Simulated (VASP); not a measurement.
VASP input:

**KPOINTS**
```
K-points
0
G
6 6 4
0 0 0
```

### INCAR
```
# general
SYSTEM  = GaAs
PREC    = Accurate
ENCUT   = 300   # plane-wave cut-off (eV)
LREAL   = F   # projection in real space or not
LASPH   = T

# electronic loop
EDIFF   = 1E-6   # SCF stop (eV)
NELM    = 100   # most electronic steps
ALGO    = Normal   # blocked Davidson
LMAXMIX = 4

# smearing
ISMEAR  = -1
SIGMA   = 0.1

# functional
GGA     = PE   # PBE

# ions
ISIF    = 2   # forces and stress, cell fixed

# output
LWAVE   = F
LCHARG  = F
```

POSCAR:
```
GaAs
1
    3.8607910000     0.0000000000     0.0000000000
   -1.9303960000     3.3435430000     0.0000000000
    0.0000000000     0.0000000000     5.3809980000
Ga As
2 2
Direct
  0.0000000000   0.0000000000   0.0000000000
  0.0000000000   0.0000000000   0.5000000000
  0.3333330000   0.6666670000   0.2500000000
  0.6666670000   0.3333330000   0.7500000000
```

POTCAR, in this order: Ga_d As (PBE.64 set). Program: vasp_std.

Translate this PBE calculation to Ansatz.

One equivalent input (not run):
Ansatz 0.2 input:
```yaml
crystal:
  lattice:
    - [3.8607910, 0.0000000, 0.0000000]
    - [-1.9303960, 3.3435430, 0.0000000]
    - [0.0000000, 0.0000000, 5.3809980]
  atoms:
    - { symbol: Ga, position: [0.0000000, 0.0000000, 0.0000000] }
    - { symbol: Ga, position: [0.0000000, 0.0000000, 0.5000000] }
    - { symbol: As, position: [0.3333330, 0.6666670, 0.2500000] }
    - { symbol: As, position: [0.6666670, 0.3333330, 0.7500000] }
kpoints:
  mp_grid: { grid: [6, 6, 4] }
hamiltonian:
  xc: pbe
  pseudopotentials: { kind: paw }
scf:
  occupations: { method: fermi_dirac, width: 0.1 }
  max_iter: 100
output: { forces: true, stress: true, eigenvalues: true }
```
What does not carry over: each code has its own PAW files, so the cut-off isn't converted (ENCUT is set for VASP's; basis.ecutwfc is left out, and Ansatz then takes the one that its files recommend); Ansatz stops its SCF on the density residual and VASP on the energy change (EDIFF).

The structure was generated: GaAs was put into an ordered model structure, which need not be its known phase. The cell was not relaxed at this level. The k-mesh is coarse (spacing up to 0.31 per Å, 2π included), so the numbers may not be converged in it. The run is one of a series of settings (KPOINTS 6×6×4 Γ-centred mesh against the base run), some of them coarse on purpose.
